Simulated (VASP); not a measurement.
# SrO: electrostatic potential with r2SCAN

The system is SrO.

```
Sr O
1.0
     0.00000    2.58402    2.58402
     2.58402    0.00000    2.58402
     2.58402    2.58402    0.00000
Sr O
1 1
Cartesian
  0.0000 0.0000 0.0000
  2.5840 2.5840 2.5840
```

The cell was built by a generator and needn't be a form met in nature.

| Quantity | Value |
| --- | --- |
| Program | VASP 6.6.1 |
| Task | electrostatic potential |
| Functional | r2SCAN |
| Potentials or basis | VASP PAW PBE potentials, release 64 (Sr_sv, O) |
| Cutoff | 520 eV |
| k mesh | 10 × 10 × 10 |
| Occupations | gaussian, width 0.02 eV |
| Spin | no spin polarisation |
| Further INCAR settings | ALGO = Normal; EDIFF = 1e-07 |

```json
{
  "Pressure": "0.1 GPa",
  "Band gap on the k mesh": "3.75 eV, indirect (least direct gap 3.85 eV)"
}
```

Levels at points of the mesh, in eV from the valence-band top:
```tsv
k point	band 5	band 6	band 7	band 8	band 9	band 10	band 11	band 12
(0.00, 0.00, 0.00)	-14.57	0.00	0.00	0.00	4.55	6.74	6.74	6.74
(0.50, 0.00, 0.00)	-13.55	-2.09	-1.10	-1.10	7.04	8.95	9.39	9.39
(0.50, 0.50, 0.00)	-14.91	-0.45	-0.10	-0.10	3.75	8.40	10.82	10.98
```

Wall time 87 s on 1 thread of Intel(R) Xeon(R) Platinum 8488C (Sapphire Rapids) (shared host), peak memory 0.18 GiB.

Caveat: the PAW data sets were made with another functional, which shifts forces and pressure a little. r2SCAN opens gaps a little over a GGA but as a rule still falls short of measured ones.
